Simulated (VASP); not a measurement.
# Rb4Hg2Ge in VASP: further runs, part 2 of 2

VASP 6.6.1.

**3. Single point, PBEsol**

This run uses another cell than the first one, of 42.79 Å³/atom, 1.007 times its volume.

INCAR reads:

```
SYSTEM = Rb4Hg2Ge
PREC = Accurate
ENCUT = 520
EDIFF = 1E-6
ISMEAR = 0
SIGMA = 0.05
LREAL = .False.
LASPH = .True.
NELM = 100
ALGO = Fast
ISIF = 2
LWAVE = .False.
LCHARG = .False.
GGA = PS
NBANDS = 46
```

KPOINTS reads:

```
regular mesh
0
Gamma
  2 3 3
  0 0 0
```

POSCAR reads:

```
Rb4Hg2Ge
1.0
    7.4380720000      0.3786710000     -0.7241940000
    0.0655350000      6.3478450000     -0.0567210000
    0.3642510000     -0.8622050000      6.3184420000
Hg Ge Rb
2 1 4
Direct
    0.8523104085      0.8831100917      0.9751824851
    0.1840319160      0.6145682631      0.0293962872
    0.1439135070      0.9848743519      0.7640452118
    0.4391357419      0.5875217426      0.5372051038
    0.6949341000      0.3992819333      0.0203573565
    0.9641110840      0.5322152522      0.5496556340
    0.6985430514      0.0415316826      0.4610686313
```

Potentials or basis: VASP PAW PBE potentials, release 64 (Hg, Ge_d, Rb_sv).

Launch:

```console
> cat potpaw_PBE.64/Hg/POTCAR potpaw_PBE.64/Ge_d/POTCAR potpaw_PBE.64/Rb_sv/POTCAR > POTCAR
> mpirun -np 1 vasp_std > vasp.out
```

OUTCAR:

```text
SYSTEM = Rb4Hg2Ge
   PREC = Accurate
   ENCUT = 520
   EDIFF = 1E-6
   ISMEAR = 0
   LREAL = .False.
   LASPH = .True.
   NELM = 100
   ISIF = 2
   GGA = PS

 ion  position               nearest neighbor table
   1  0.852  0.883  0.975-   3 2.77   2 2.96   7 3.36   6 3.36   5 3.39   5 3.41   7 3.68   4 4.40
                             6 4.58
   2  0.184  0.615  0.029-   1 2.96   3 3.08   6 3.40   4 3.71   4 3.73   6 3.89   5 3.98   5 3.98

   3  0.144  0.985  0.764-   1 2.77   2 3.08   6 3.34   4 3.45   7 3.80   6 4.05
   4  0.439  0.588  0.537-   3 3.45   6 3.60   7 3.67   2 3.71   2 3.73   7 3.85   5 3.85   5 3.89
                             6 3.92   1 4.40
   5  0.695  0.399  0.020-   1 3.39   1 3.41   4 3.85   7 3.86   6 3.87   4 3.89   6 3.91   7 3.95
                             2 3.98   2 3.98   7 4.61   7 5.79
[... 696 lines left out ...]
  external PRESSURE =      11.5205495 kB  Pullay stress =       0.0000000 kB

 VOLUME and BASIS-vectors are now :
 -----------------------------------------------------------------------------
  energy-cutoff  :      520.00
  volume of cell :      299.52
      direct lattice vectors                 reciprocal lattice vectors
     7.438072000  0.378671000 -0.724194000     0.133747345 -0.001451470 -0.007908448
     0.065535000  6.347845000 -0.056721000    -0.005903531  0.157790163  0.021872138
     0.364251000 -0.862205000  6.318442000     0.015276578  0.001250129  0.157556777

 POSITION                                       TOTAL-FORCE (eV/Angst)
 -----------------------------------------------------------------------------------
      6.75263      5.08778      5.49431         0.134865      0.176020     -0.145370
      1.41983      3.94553      0.01760         0.233580      0.010136      0.116084
      1.41329      5.64756      4.66749        -0.024843      0.285850      0.169509
      3.50050      3.43260      3.04296        -0.534108      0.161844      0.198361
      5.20255      2.78018     -0.39729        -0.154507     -0.128492     -0.074275
      7.40622      3.26958      2.74458         0.429266     -0.344783     -0.393097
      5.36648      0.13062      2.40500        -0.084255     -0.160575      0.128788
 -----------------------------------------------------------------------------------
    total drift:                                0.000425      0.000740     -0.000458

  FREE ENERGIE OF THE ION-ELECTRON SYSTEM (eV)
  ---------------------------------------------------
  free  energy   TOTEN  =        -8.4169785499 eV

  energy  without entropy=       -8.4095914476  energy(sigma->0) =       -8.41328500
```

Wall time 12 min (1 thread of AMD EPYC 7R13 (Zen 3), shared host); peak memory 0.39 GiB.

What came out:

```
Free energy            : -8.4170 eV
Pressure               : 1.2 GPa
Largest force          : 0.677 eV/Å
Band gap on the k mesh : 0.02 eV, indirect (least direct gap 0.19 eV)
```

Forces on the atoms (eV/Å):
```
Hg   0.135  0.176 -0.145
Hg   0.234  0.010  0.116
Ge  -0.025  0.286  0.170
Rb  -0.534  0.162  0.198
Rb  -0.155 -0.128 -0.074
Rb   0.429 -0.345 -0.393
Rb  -0.084 -0.161  0.129
```

Levels at points of the mesh, in eV from the valence-band top:
```
           k point  band 35  band 36  band 37  band 38  band 39  band 40
(0.00, 0.00, 0.00)    -1.36    -0.59    -0.40     0.27     0.62     0.91
(0.50, 0.00, 0.00)    -0.71    -0.37    -0.20     0.10     0.55     0.86
```

Caveat: the k mesh is coarse (spacing up to 0.42 Å⁻¹), so the values aren't converged; the PAW data sets were made with another functional, which shifts forces and pressure a little; spin-orbit coupling is left out, which moves the levels of the heavy elements.

**4. Single point, PBEsol**

This run uses another cell than the first one, of 43.17 Å³/atom, 1.016 times its volume.

INCAR reads:

```
PREC = Accurate
ENCUT = 520
EDIFF = 1E-6
ISMEAR = 0
SIGMA = 0.05
LREAL = False
LASPH = True
NELM = 100
ALGO = Fast
ISIF = 2
LWAVE = False
LCHARG = False
GGA = PS
NBANDS = 46
```

KPOINTS reads:

```
regular mesh
0
Gamma
  2 3 3
```

POSCAR reads:

```
Rb4Hg2Ge
1.0
    7.4603980000      0.3798080000     -0.7263670000
    0.0657310000      6.3668980000     -0.0568910000
    0.3653440000     -0.8647930000      6.3374070000
Hg Ge Rb
2 1 4
Direct
    0.8522552189      0.8836454385      0.9754504546
    0.1839800418      0.6140209660      0.0282841701
    0.1431867072      0.9841369141      0.7641479602
    0.4391214112      0.5880501631      0.5376121597
    0.6951425094      0.3997392027      0.0216808140
    0.9651639390      0.5324481546      0.5480109993
    0.6990687088      0.0407730963      0.4621210320
```

Launch:

```console
> cat potpaw_PBE.64/Hg/POTCAR potpaw_PBE.64/Ge_d/POTCAR potpaw_PBE.64/Rb_sv/POTCAR > POTCAR
> mpirun -np 1 vasp_std > vasp.out
```

Run time: 13 min. Hardware: 1 thread of AMD EPYC 7R13 (Zen 3), shared host; peak memory 0.39 GiB.

The run converged. Its results:

```
Free energy            : -8.4417 eV
Pressure               : 1.0 GPa
Largest force          : 0.649 eV/Å
Band gap on the k mesh : 0.02 eV, indirect (least direct gap 0.19 eV)
```

Forces in eV/Å, atoms in the order of the input:
```
Hg   0.148  0.157 -0.157
Hg   0.221  0.022  0.112
Ge  -0.036  0.270  0.177
Rb  -0.524  0.161  0.198
Rb  -0.146 -0.120 -0.089
Rb   0.415 -0.341 -0.365
Rb  -0.077 -0.148  0.123
```

Stress tensor (GPa, compression positive):
```
 0.34 -0.02 -0.02
-0.02  1.39  0.12
-0.02  0.12  1.41
```

Levels at points of the mesh, in eV from the valence-band top:
```csv
k point,band 34,band 35,band 36,band 37,band 38,band 39,band 40,band 41
"(0.00, 0.00, 0.00)",-3.48,-1.36,-0.58,-0.40,0.27,0.62,0.91,1.54
"(0.50, 0.00, 0.00)",-3.76,-0.72,-0.38,-0.20,0.10,0.56,0.85,1.49
```

Caveat: the PAW data sets were made with another functional, which shifts forces and pressure a little; spin-orbit coupling is left out, which moves the levels of the heavy elements. Expect the measured gap to be larger: semilocal functionals such as PBEsol lack the derivative discontinuity.

**5. The runs side by side**

```tsv
cell	mesh quality	gap on the mesh (eV)	pressure (GPa)	largest force (eV/Å)
P1, 42.49 Å³/atom	coarse	0.02	1.2	0.70
P1, 42.79 Å³/atom	coarse	0.02	1.2	0.68
P1, 43.17 Å³/atom	not flagged	0.02	1.0	0.65
```

Alike in all rows: task single point; level PBEsol; potentials or basis VASP PAW PBE potentials, release 64 (Hg, Ge_d, Rb_sv); no spin polarisation; k mesh 2 × 3 × 3; cutoff (eV) 520; smearing gaussian 0.05 eV.

Caveats: some runs use coarse meshes; the PAW data sets were made with another functional, which shifts forces and pressure a little; spin-orbit coupling is left out, which moves the levels of the heavy elements.

Absolute energies hang on the potentials; compare differences alone.
